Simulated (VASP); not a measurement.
A convergence study with VASP on ZnO (wurtzite): one setting is varied, all else stays as given below, so the limit is that of these other settings.

```
ZnO
1.0
    1.62500    -2.81458     0.00000
    1.62500     2.81458     0.00000
    0.00000     0.00000     5.21000
Zn O
2 2
Cartesian
  1.62500  -0.93820   2.60500
  1.62500   0.93820   0.00000
  1.62500  -0.93820   4.59522
  1.62500   0.93820   1.99022
```

Level of theory: LDA (Ceperley-Alder, Perdew-Zunger), VASP's LDA PAW potentials (set 64) (plane waves; VASP). The tightest run used: 700 eV cut-off, 17×17×9 Γ-centred mesh, Gaussian smearing of 0.050 eV, potentials Zn O.

| setting | E (eV/atom) | pressure (GPa) | irreducible k-points |
|---|---|---|---|
| 1×1×1 mesh | -2.5709 | 25.39 | 1 |
| 2×2×1 mesh | -5.1356 | -7.61 | 2 |
| 3×3×2 mesh | -5.2504 | -6.21 | 6 |
| 4×4×2 mesh | -5.2751 | -6.44 | 8 |

These are the cheaper rows. Estimate the results at 17×17×9 mesh, and how far the last row shown lies from them.

| quantity | tightest run | last row shown is off by |
|---|---|---|
| E (eV/atom) | -5.2827 | 0.0076 |
| pressure (GPa) | -6.43 | -0.01 |

Left out are rungs that failed or repeat a setting and relaxations that didn't move; long series are thinned to 24 rows.

The compound is ZnO in the wurtzite structure. The cell was not relaxed at this level.
